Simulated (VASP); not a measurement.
The input files of a VASP run:

INCAR:
```
# general
SYSTEM =Be5Au
PREC   =Accurate
ENCUT  =300
LREAL  =.FALSE.   # projection in real space or not
LASPH  =.TRUE.   # aspherical one-centre terms

# electronic loop
EDIFF  =1E-6
NELM   =100
ALGO   =Normal
LMAXMIX=6   # l cut-off of mixed one-centre charges

# smearing
ISMEAR =0
SIGMA  =0.1   # width (eV)

# functional
GGA    =PS   # PBEsol

# ions
ISIF   =2   # forces and stress, cell fixed

# output
LWAVE  =.FALSE.
LCHARG =.FALSE.
```

### KPOINTS
```
kpoints
0
G
  4 4 4
```

### POSCAR
```
Be5Au
1
    0.0000000000     3.1205390000     3.1205390000
    3.1205390000     0.0000000000     3.1205390000
    3.1205390000     3.1205390000     0.0000000000
Be Au
5 1
Direct
  0.6247500000   0.6247500000   0.1257500000
  0.6247500000   0.1257500000   0.6247500000
  0.6247500000   0.6247500000   0.6247500000
  0.1257500000   0.6247500000   0.6247500000
  0.2500000000   0.2500000000   0.2500000000
  0.0000000000   0.0000000000   0.0000000000
```

POTCAR, in this order: Be Au (PBE.64 set). Program: vasp_std.

Problem. Write an equivalent input for Quantum ESPRESSO's pw.x.

Solution. One equivalent input (not run):
```
&CONTROL
  calculation = 'scf'
  pseudo_dir = './pseudo'
  outdir = './out'
  tprnfor = .true.
  tstress = .true.
/
&SYSTEM
  ibrav = 0
  nat = 6
  ntyp = 2
  ecutwfc = 88
  occupations = 'smearing'
  smearing = 'gaussian'
  degauss = 0.00735
  input_dft = 'pbesol'
/
&ELECTRONS
  conv_thr = 7.3e-08
  electron_maxstep = 100
/
ATOMIC_SPECIES
  Be 9.012 Be.upf
  Au 196.967 Au.upf
CELL_PARAMETERS angstrom
     0.0000000    3.1205390    3.1205390
     3.1205390    0.0000000    3.1205390
     3.1205390    3.1205390    0.0000000
ATOMIC_POSITIONS crystal
  Be   0.6247500  0.6247500  0.1257500
  Be   0.6247500  0.1257500  0.6247500
  Be   0.6247500  0.6247500  0.6247500
  Be   0.1257500  0.6247500  0.6247500
  Be   0.2500000  0.2500000  0.2500000
  Au   0.0000000  0.0000000  0.0000000
K_POINTS automatic
  4 4 4 0 0 0
```
What does not carry over: the potentials are each code's own (VASP's PAW set, PseudoDojo norm-conserving files in pw.x), so ENCUT and ecutwfc are chosen apart and not converted; conv_thr bounds pw.x's estimated SCF error, while EDIFF bounds the energy change between steps.

The structure comes from a computed database's Be5Au entry (F-43m); how it stands against other phases isn't given here. The cell was not relaxed at this level. The k-mesh is coarse (spacing up to 0.44 per Å, 2π included), so the numbers may not be converged in it. The run is one of a series of settings (KPOINTS 4×4×4 Γ-centred mesh against the base run), some of them coarse on purpose.
